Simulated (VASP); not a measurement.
Molecule: S, in a box.

```xyz
1
Lattice="10.5000 0.0000 0.0000 0.0000 11.0000 0.0000 0.0000 0.0000 11.5000" Properties=species:S:1:pos:R:3 pbc="T T T"
S     5.2500    5.5500    5.7500
```

Program: VASP 6.6.1. Alike in all runs: task single point; spin collinear, ferromagnetic start; fixed moment (μB) 2; cell as given; k mesh 1 × 1 × 1; cutoff (eV) 400; smearing gaussian 0.01 eV. Hardware: 4 MPI ranks on Intel(R) Xeon(R) 6975P-C (Granite Rapids) (shared host).

Order these runs on this cell by their wall time, lowest first.
A. level HSE06+D3(BJ); potentials or basis VASP PAW PBE potentials, release 64 (S); grid for exact exchange (PRECFOCK) Fast; screening parameter 0.2 1/A; further INCAR settings ALGO = Damped; EDIFF = 1e-06; ISYM = 0
B. level LDA; potentials or basis VASP PAW LDA potentials, release 64 (S); further INCAR settings ALGO = Normal; EDIFF = 1e-06; ISYM = 0
C. level rev-vdW-DF2; potentials or basis VASP PAW PBE potentials, release 64 (S); further INCAR settings ALGO = Normal; EDIFF = 1e-06; ISYM = 0
D. level RPBE; potentials or basis VASP PAW PBE potentials, release 64 (S); further INCAR settings ALGO = Normal; EDIFF = 1e-06; ISYM = 0
E. level r2SCAN+rVV10; potentials or basis VASP PAW PBE potentials, release 64 (S); further INCAR settings ALGO = Normal; EDIFF = 1e-06; ISYM = 0

B (6.7 s), D (32 s), A (68 s), C (170 s), E (390 s).

Caveats: the total moment is fixed, so each spin has its own Fermi level.

Runs at the PBE level aren't shown here.
